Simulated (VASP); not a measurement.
Here is the system:

```yaml
crystal:
  lattice:
    - [1.61165, 0.93049, 5.69824]
    - [-1.61165, 0.93049, 5.69824]
    - [0.00000, -1.86098, 5.69824]
  atoms:
    - { symbol: Sc, position: [0.50000, 0.50000, 0.50000] }
    - { symbol: Cu, position: [0.00000, 0.00000, 0.00000] }
    - { symbol: O, position: [0.89305, 0.89305, 0.89305] }
    - { symbol: O, position: [0.10695, 0.10695, 0.10695] }
```

The numbers are results of r2SCAN meta-GGA, VASP's PBE PAW potentials (set 64) (plane waves; VASP), not measurements. Numerical set-up: 520 eV cut-off, 9×9×9 Γ-centred mesh, tetrahedra with Blöchl corrections, potentials Sc_sv Cu O.

The cores are frozen, which limits the accuracy of field gradients.

**Question.** Give the principal components of the electric field gradient (V/Å²) and the asymmetry η at each nucleus.

**Answer.** 
| atom | Vxx | Vyy | Vzz | η |
|---|---|---|---|---|
| Sc1 | -20.2 | -20.2 | 40.3 | 0.00 |
| Cu2 | 33.7 | 33.6 | -67.3 | 0.00 |
| O3 | -20.8 | -20.8 | 41.6 | 0.00 |
| O4 | -20.8 | -20.8 | 41.6 | 0.00 |

The structure comes from a computed database's ScCuO2 entry (R-3m); how it stands against other phases isn't given here. It was relaxed first.
